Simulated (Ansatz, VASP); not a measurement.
# Cu9Sn (Cu(110)-(2x1)-Sn surface alloy) in two plane-wave programs, part 2 of 2

Aim: how closely do two programs agree when they are given the same cell, functional and k mesh? Of the first pair: The structure shown is the start of the Ansatz relaxation below; VASP solves that cell, so the two are compared at the walk's first step.

VASP 6.6.1 and Ansatz 0.2.0.

So far: The starting structure; Ansatz: relaxation, LDA; VASP: single point, LDA, start cell, pair 1.

### Step 4. Side by side

Known differences besides the potentials themselves: the two LDA forms differ slightly; the data sets hold 185 valence electrons in Ansatz (on its default PAW (the set named soft_2) files) and 113 in VASP; the cutoff is 420 eV in Ansatz and 520 eV in VASP; VASP's log shows a relativistic correction to its local exchange, Ansatz's none. Total energies have different zeros and are not compared.

Forces (eV/Å; atoms numbered as in POSCAR):

| atom | Ansatz x, y, z | VASP x, y, z |
| --- | --- | --- |
| Cu1 | 0.000, 0.000, 0.930 | 0.000, 0.000, 0.885 |
| Cu2 | 0.000, 0.000, 0.982 | 0.000, 0.000, 0.940 |
| Cu3 | 0.000, -0.070, -0.269 | 0.000, -0.071, -0.269 |
| Cu4 | 0.000, 0.070, -0.269 | 0.000, 0.071, -0.269 |
| Cu5 | 0.000, 0.000, -0.026 | 0.000, 0.000, -0.027 |
| Cu6 | 0.000, 0.000, -0.062 | 0.000, 0.000, -0.059 |
| Cu7 | 0.000, -0.140, -0.081 | 0.000, -0.134, -0.070 |
| Cu8 | 0.000, 0.140, -0.081 | 0.000, 0.134, -0.070 |
| Cu9 | 0.000, 0.000, -0.633 | 0.000, 0.000, -0.590 |
| Sn10 | 0.000, 0.000, -0.491 | 0.000, 0.000, -0.472 |

The forces differ by 14 meV/Å r.m.s., which is 5.1 % of the r.m.s. force of 0.285 eV/Å (both taken over all components). With vacuum in the cell, a pressure given here is an average over mostly empty space and none of the material.

### Step 5. Further runs

Further runs change the set-up of one program: Ansatz's method, potentials or start, or VASP's data sets, cutoff or form of LDA. The table gives that difference for each run.

| run | r.m.s. force difference (meV/Å) |
| --- | --- |
| as above | 14 |
| VASP with the data sets Cu_sv_GW and Sn_d and a cutoff of 610 eV | 9.9 |

### Step 6. Ansatz: relaxation, LDA

This run makes the geometry at which the two programs are then compared.

The structure compared here is the end of the Ansatz relaxation.

Contents of input.yaml:

```yaml
crystal:
  lattice:
    - [3.61, 0.0, 0.0]
    - [0.0, 5.1053109602, 0.0]
    - [0.0, 0.0, 22.5173109602]
  atoms:
    - { symbol: Cu, position: [0.0, 0.0, 0.3774873481] }
    - { symbol: Cu, position: [0.0, 0.5, 0.3774873481] }
    - { symbol: Cu, position: [0.5, 0.25, 0.4341694156] }
    - { symbol: Cu, position: [0.5, 0.75, 0.4341694156] }
    - { symbol: Cu, position: [0.0, 0.0, 0.4908514831] }
    - { symbol: Cu, position: [0.0, 0.5, 0.4908514831] }
    - { symbol: Cu, position: [0.5, 0.25, 0.5475335506] }
    - { symbol: Cu, position: [0.5, 0.75, 0.5475335506] }
    - { symbol: Cu, position: [0.0, 0.0, 0.6042156181] }
    - { symbol: Sn, position: [0.0, 0.5, 0.6225126519] }
kpoints:
  mp_grid: { grid: [8, 6, 1] }
hamiltonian:
  xc: lda
scf:
  occupations: { method: fermi_dirac, width: 0.1 }
  convergence: { dr2_threshold: 1.0e-08 }
efield:
  axis: 3
  dipole_correction: true
  ramp_position: 0.97
  ramp_width: 0.06
relax:
  f_tol: 0.015
  max_steps: 90
  constraints: [{ sites: [0, 1, 2, 3] }]
output:
  write_potential: true
  write_density: true
  volumetric_format: npy
```

On the command line:

```console
> ansatz run input.yaml --threads 4 --pin off --max-ram 6144MiB --backend cpu --events-out ev --progress --plain --runs-dir out
```

Numbers of over 12 decimals in the logs are rounded to 6 here.

Output:

```text
[...]
Crystal: 10 atoms, lattice volume = 414.998 Å³
Basis set: ecut = 420 eV, 8079 PW (Γ)
Bands: 111, of which v1, the nominal top of the filled ones, is band 93 counted from 1 (92 counted from 0)
Symmetry: 4 space group operations
[...]
k-points: 20 of 48
[...]
- { symbol: Cu, position: [0.5, 0.25, 0.4341694156] }
    - { symbol: Cu, position: [0.5, 0.750000, 0.4341694156] }
    - { symbol: Cu, position: [0.0, 0.0, 0.485201] }
    - { symbol: Cu, position: [0.0, 0.5, 0.486943] }
    - { symbol: Cu, position: [0.5, 0.246145, 0.542183] }
    - { symbol: Cu, position: [0.5, 0.753855, 0.542183] }
    - { symbol: Cu, position: [0.0, 0.0, 0.592189] }
    - { symbol: Sn, position: [0.0, 0.5, 0.611303] }
[key lines of the parts left out:]
SCF converged after 10 iterations
Free energy (F): -64877.211078 eV
Fermi energy:    1.694021 eV
Dipole field:    D = 0.003539 V/Å  (p = 0.008117 e·Å, saw-weighted, corrected)
Work function:   Φ+ = 4.6682 eV   Φ− = 4.7479 eV
```

### Step 7. VASP: single point, LDA, relaxed cell, pair 2

The same cell, functional (in two slightly different forms), mesh and smearing now go to VASP, with its own data sets.

Contents of INCAR:

```
SYSTEM = Cu9Sn
PREC = Accurate
ENCUT = 520
EDIFF = 1E-06
NELM = 120
ISMEAR = -1
SIGMA = 0.1
LREAL = .FALSE.
ALGO = Normal
GGA = CA
NBANDS = 70
LASPH = .TRUE.
LORBIT = 11
LWAVE = .FALSE.
LCHARG = .FALSE.
ISIF = 2
LDIPOL = .TRUE.
IDIPOL = 3
DIPOL = 0.5 0.5 0.488
LVHAR = .TRUE.
GGA_COMPAT = .FALSE.
NELMDL = -8
KPAR = 2
```

Contents of POSCAR:

```
Cu9Sn
1.0
    3.6100000000      0.0000000000      0.0000000000
    0.0000000000      5.1053109602      0.0000000000
    0.0000000000      0.0000000000     22.5173109602
Cu Sn
9 1
Direct
    0.0000000000      0.0000000000      0.3774873481
    0.0000000000      0.5000000000      0.3774873481
    0.5000000000      0.2500000000      0.4341694156
    0.5000000000      0.7500000000      0.4341694156
    0.0000000000      0.0000000000      0.4852009365
    0.0000000000      0.5000000000      0.4869432111
    0.5000000000      0.2461447551      0.5421829715
    0.5000000000      0.7538552449      0.5421829715
    0.0000000000      0.0000000000      0.5921890277
    0.0000000000      0.5000000000      0.6113030080
```

Contents of KPOINTS:

```
Automatic mesh
0
Gamma
8 6 1
0 0 0
```

Potentials, in the order of the species: Cu and Sn_d (LDA family, release 64).

On the command line:

```console
> mpirun -np 2 vasp_std
```

Output:

```text
[... set-up lines as in an earlier step ...]
 entering main loop
       N       E                     dE             d eps       ncg     rms          rms(c)
DAV:   1     0.106598380143E+04    0.10660E+04   -0.47969E+04  2800   0.190E+03
DAV:   2     0.932104498939E+02   -0.97277E+03   -0.94309E+03  2800   0.455E+02
DAV:   3    -0.438650262304E+02   -0.13708E+03   -0.12954E+03  2922   0.218E+02
DAV:   4    -0.512023940880E+02   -0.73374E+01   -0.72207E+01  3218   0.646E+01
[...]
DAV:  31    -0.431545177851E+02   -0.16544E-05   -0.23615E-07  1888   0.491E-03    0.361E-04
DAV:  32    -0.431545196897E+02   -0.19046E-05   -0.10560E-07  1798   0.569E-03    0.548E-04
DAV:  33    -0.431545205559E+02   -0.86620E-06   -0.42409E-08  1758   0.334E-03
   1 F= -.43154521E+02 E0= -.43094803E+02  d E =-.119435E+00
```

Parts of OUTCAR (step 7):

```text
  Total       -6.7345845     -7.9171466     -1.5269969      0.0000000      0.0000000      0.0000000
  in kB      -26.0001265    -30.5656294     -5.8952580      0.0000000      0.0000000      0.0000000
  external PRESSURE =     -20.8203380 kB  Pullay stress =       0.0000000 kB

 POSITION                                       TOTAL-FORCE (eV/Angst)
 -----------------------------------------------------------------------------------
      0.00000      0.00000      8.50000         0.000000      0.000000      0.601748
      0.00000      2.55266      8.50000         0.000000      0.000000      0.751676
      1.80500      1.27633      9.77633         0.000000     -0.024043     -0.720949
      1.80500      3.82898      9.77633         0.000000      0.024043     -0.720949
      0.00000      0.00000     10.92542         0.000000      0.000000      0.006431
      0.00000      2.55266     10.96465         0.000000      0.000000      0.012335
      1.80500      1.25665     12.20850         0.000000      0.019758      0.001362
      1.80500      3.84867     12.20850         0.000000     -0.019758      0.001362
      0.00000      0.00000     13.33450         0.000000      0.000000      0.058418
      0.00000      2.55266     13.76490         0.000000      0.000000      0.008564
 -----------------------------------------------------------------------------------
    total drift:                                0.000000      0.000000      0.003636

  FREE ENERGIE OF THE ION-ELECTRON SYSTEM (eV)
  ---------------------------------------------------
  free  energy   TOTEN  =       -43.1545205559 eV

  energy  without entropy=      -43.0350850771  energy(sigma->0) =      -43.09480282

[... 2 parts as in an earlier step ...]

[... 1 further part left out ...]
[key lines of the parts left out:]
E-fermi :  -0.7807
```

### Step 8. Side by side

What differs besides the data sets and the points named for the pairs above, as far as they apply: the data sets hold 185 valence electrons in Ansatz (on its default PAW (the set named soft_2) files) and 113 in VASP. Total energies have different zeros and are not compared.

The two programs side by side:

| quantity | Ansatz | VASP | difference |
| --- | --- | --- | --- |
| work function, lower of the two faces (eV) | 4.67 | 4.68 | -0.01 |
| work function, higher of the two faces (eV) | 4.75 | 4.73 | +0.02 |

Forces (eV/Å; atoms numbered as in POSCAR):

| atom | Ansatz x, y, z | VASP x, y, z |
| --- | --- | --- |
| Cu1 | 0.000, 0.000, 0.648 | 0.000, 0.000, 0.602 |
| Cu2 | 0.000, 0.000, 0.794 | 0.000, 0.000, 0.752 |
| Cu3 | 0.000, -0.024, -0.718 | 0.000, -0.024, -0.721 |
| Cu4 | 0.000, 0.024, -0.718 | 0.000, 0.024, -0.721 |
| Cu5 | 0.000, 0.000, 0.006 | 0.000, 0.000, 0.006 |
| Cu6 | 0.000, 0.000, 0.007 | 0.000, 0.000, 0.012 |
| Cu7 | 0.000, 0.013, -0.008 | 0.000, 0.020, 0.001 |
| Cu8 | 0.000, -0.013, -0.008 | 0.000, -0.020, 0.001 |
| Cu9 | 0.000, 0.000, 0.011 | 0.000, 0.000, 0.058 |
| Sn10 | 0.000, 0.000, -0.014 | 0.000, 0.000, 0.009 |

The forces differ by 15 meV/Å r.m.s., which is 5.9 % of the r.m.s. force of 0.256 eV/Å (both taken over all components). With vacuum in the cell, a pressure given here is an average over mostly empty space and none of the material.

### Step 9. Ansatz: single point, RPBE

A single point gives forces, pressure and levels at one fixed geometry, so differences don't come from the geometry; what else differs is listed under the comparison.

The cell is taken from a series of runs on this material, whose earlier steps may have relaxed, scaled, displaced or heated it; both programs get it as it stands.

Contents of input.yaml:

```yaml
crystal:
  lattice:
    - [3.61, 0.0, 0.0]
    - [0.0, 5.1053109602, 0.0]
    - [0.0, 0.0, 22.5173109602]
  atoms:
    - { symbol: Cu, position: [0.0, 0.0, 0.3774873481] }
    - { symbol: Cu, position: [0.0, 0.5, 0.3774873481] }
    - { symbol: Cu, position: [0.5, 0.25, 0.4341694156] }
    - { symbol: Cu, position: [0.5, 0.75, 0.4341694156] }
    - { symbol: Cu, position: [0.0, 0.0, 0.4852009365] }
    - { symbol: Cu, position: [0.0, 0.5, 0.4869432111] }
    - { symbol: Cu, position: [0.5, 0.2461447551, 0.5421829715] }
    - { symbol: Cu, position: [0.5, 0.7538552449, 0.5421829715] }
    - { symbol: Cu, position: [0.0, 0.0, 0.5921890277] }
    - { symbol: Sn, position: [0.0, 0.5, 0.611303008] }
kpoints:
  mp_grid: { grid: [16, 12, 1] }
hamiltonian:
  xc: rpbe
scf:
  occupations: { method: fermi_dirac, width: 0.05 }
  convergence: { dr2_threshold: 1.0e-09 }
  n_extra_bands: 22
efield:
  axis: 3
  dipole_correction: true
  ramp_position: 0.97
  ramp_width: 0.06
output:
  band_densities: [{ e_range: [-1.0, 0] }, { e_range: [0, 1.0] }]
  write_potential: true
  write_density: true
  volumetric_format: npy
```

On the command line:

```console
> ansatz run input.yaml --threads 4 --pin off --max-ram 6144MiB --backend cpu --events-out ev --progress --plain --runs-dir out
```

Output:

```text
[...]
Crystal: 10 atoms, lattice volume = 414.998 Å³
Basis set: ecut = 420 eV, 8079 PW (Γ)
Bands: 115, of which v1, the nominal top of the filled ones, is band 93 counted from 1 (92 counted from 0)
Symmetry: 4 space group operations
[...]
k-points: 63 of 192
[...]
k-point 62: bands = [... 89 lower, 0.8543, 1.2639, 1.6848, 1.8302, 2.1419, 2.5690, 3.5240, 3.7437, ... 18 higher]
--- Band densities, each state counted as filled ---
  window                                       electrons  max residual (eV)  cut levels
  e_range: [-1, 0]                              4.114583             4.5e-6           0
  e_range: [0, 1]                               3.354167             5.0e-4           0
[key lines of the parts left out:]
SCF converged after 14 iterations
Free energy (F): -65703.296643 eV
Fermi energy:    2.180678 eV
Dipole field:    D = -0.002157 V/Å  (p = -0.004946 e·Å, saw-weighted, corrected)
Work function:   Φ+ = 4.2782 eV   Φ− = 4.2296 eV
```

### Step 10. VASP: single point, RPBE

The same cell, functional, mesh and smearing now go to VASP, with its own data sets.

Edit INCAR of step 7 so:

```diff
@@ -6,6 +6,6 @@
 ISMEAR = -1
-SIGMA = 0.1
+SIGMA = 0.05
 LREAL = .FALSE.
 ALGO = Normal
-GGA = CA
+GGA = RP
 NBANDS = 70
```

POSCAR is that of step 7.

Contents of KPOINTS:

```
Automatic mesh
0
Gamma
16 12 1
0 0 0
```

Potentials, in the order of the species: Cu and Sn_d (PBE family, release 64).

On the command line:

```console
> mpirun -np 2 vasp_std
```

Output:

```text
[banner, memory and clock lines left out]
running    2 mpi-ranks, on    1 nodes
[...]
|                                                                             |
|               ----> ADVICE to this user running VASP <----                  |
|                                                                             |
|     You enforced a specific xc type in the INCAR file but a different       |
|     [... a line on the potential file left out ...]
|     I HOPE YOU KNOW WHAT YOU ARE DOING!                                     |
|                                                                             |

 LDA part: xc-table for (Slater+PW92), standard interpolation
 POSCAR, INCAR and KPOINTS ok, starting setup
[...]
entering main loop
       N       E                     dE             d eps       ncg     rms          rms(c)
DAV:   1     0.105969021176E+04    0.10597E+04   -0.48155E+04  8844   0.188E+03
DAV:   2     0.991756021359E+02   -0.96051E+03   -0.93148E+03  8820   0.453E+02
DAV:   3    -0.299967152784E+02   -0.12917E+03   -0.12245E+03  9292   0.210E+02
DAV:   4    -0.366157181939E+02   -0.66190E+01   -0.65190E+01 10040   0.598E+01
[...]
DAV:  31    -0.300378305436E+02   -0.23644E-05   -0.23734E-07  5912   0.397E-03    0.456E-04
DAV:  32    -0.300378324495E+02   -0.19059E-05   -0.12508E-07  5702   0.633E-03    0.476E-04
DAV:  33    -0.300378329785E+02   -0.52901E-06   -0.32326E-08  5906   0.304E-03
   1 F= -.30037833E+02 E0= -.30021561E+02  d E =-.325438E-01
```

From OUTCAR (step 10):

```text
  Total        5.9729622      6.8304688      9.2883956      0.0000000      0.0000000      0.0000000
  in kB       23.0597407     26.3703057     35.8595932      0.0000000      0.0000000      0.0000000
  external PRESSURE =      28.4298799 kB  Pullay stress =       0.0000000 kB

 POSITION                                       TOTAL-FORCE (eV/Angst)
 -----------------------------------------------------------------------------------
      0.00000      0.00000      8.50000         0.000000      0.000000     -0.365789
      0.00000      2.55266      8.50000         0.000000      0.000000     -0.165594
      1.80500      1.27633      9.77633         0.000000      0.012968     -1.028546
      1.80500      3.82898      9.77633         0.000000     -0.012968     -1.028546
      0.00000      0.00000     10.92542         0.000000      0.000000      0.038562
      0.00000      2.55266     10.96465         0.000000      0.000000      0.135147
      1.80500      1.25665     12.20850         0.000000      0.121194      0.235775
      1.80500      3.84867     12.20850         0.000000     -0.121194      0.235775
      0.00000      0.00000     13.33450         0.000000      0.000000      0.936750
      0.00000      2.55266     13.76490         0.000000      0.000000      1.006466
 -----------------------------------------------------------------------------------
    total drift:                                0.000000      0.000000      0.003319

  FREE ENERGIE OF THE ION-ELECTRON SYSTEM (eV)
  ---------------------------------------------------
  free  energy   TOTEN  =       -30.0378329785 eV

  energy  without entropy=      -30.0052892137  energy(sigma->0) =      -30.02156110

[... 1 part as in an earlier step ...]

[... 2 further parts left out ...]
[key lines of the parts left out:]
E-fermi :  -0.3408
```

### Step 11. Comparison

What differs besides the data sets and the points named for the pairs above, as far as they apply: the data sets hold 185 valence electrons in Ansatz (on its default PAW (the set named soft_2) files) and 113 in VASP; Ansatz makes its cores anew for this functional, VASP keeps those of its PBE data sets. Total energies have different zeros and are not compared.

Both answers:

| quantity | Ansatz | VASP | difference |
| --- | --- | --- | --- |
| work function, lower of the two faces (eV) | 4.23 | 4.21 | +0.02 |
| work function, higher of the two faces (eV) | 4.28 | 4.28 | 0.00 |

With vacuum in the cell, a pressure given here is an average over mostly empty space and none of the material.

### Step 12. Outcome

| Property | Result |
| --- | --- |
| r.m.s. force difference (single point, LDA, start cell, pair 1) | 5.1 % of the r.m.s. force |
| r.m.s. force difference (single point, LDA, relaxed cell, pair 2) | 5.9 % of the r.m.s. force |
| difference in work function, lower of the two faces (single point, RPBE) | 0.016 eV |

**Reading.** The r.m.s. force difference is 5.9 % of the r.m.s. force (single point, LDA, relaxed cell, pair 2), beyond the 3 % picked in this series as the mark of a large difference. The data sets hold unlike numbers of valence electrons (185 in Ansatz and 113 in VASP), so part of the differences comes from the potentials. Single point, LDA, start cell, pair 1, VASP with the data sets Cu_sv_GW and Sn_d and a cutoff of 610 eV: r.m.s. force difference goes from 14 to 9.9 meV/Å. What causes the difference of the single point, LDA, relaxed cell, pair 2 pair stays open here. How closely two codes agree says nothing of how well the functional describes the real material.

[Lines on the potential files, build, host, timing and source positions are cut from VASP's logs without a mark.]

[Logs are printed without paths, hosts, clocks, repeated set-up lines and the standing remarks that a program may print on its own settings, such as how far it seeks lower states.]

[Hosts, paths, dates, database ids (printed as entryN), source tags and the programs' standing remarks are cut or masked in the printed files.]
